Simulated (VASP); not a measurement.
Data:

```
ZnS
1.0
    0.00000     2.75910     2.75910
    2.75910     0.00000     2.75910
    2.75910     2.75910     0.00000
Zn S
1 1
Direct
  0.00000   0.00000   0.00000
  0.25000   0.25000   0.25000
```

Method: PBE GGA + U (Dudarev), VASP's PBE PAW potentials (set 64) (plane waves; VASP). Run with 400 eV cut-off, 8×8×8 Γ-centred mesh, Gaussian smearing of 0.050 eV, potentials Zn S, U − J: Zn 5.00 eV.

Question: What does the run give for the energy per atom (σ→0), pressure, band gap (on the k-mesh) with the smallest direct gap where there is one?

Answer: 
```yaml
band gap (on the k-mesh): 2.13 eV
smallest direct gap (on the k-mesh): 2.13 eV
energy per atom (σ→0): -312.5 kJ/mol-atom
pressure: -42.0 kbar
```

The compound is ZnS in the zinc blende structure. The cell was not relaxed at this level. The run is one of a series of settings (LDAU = .TRUE., LDAUJ = 0 0, LDAUL = 2 -1, LDAUTYPE = 2, LDAUU = 5.0 0, LMAXMIX = 2 against the base run), some of them coarse on purpose.
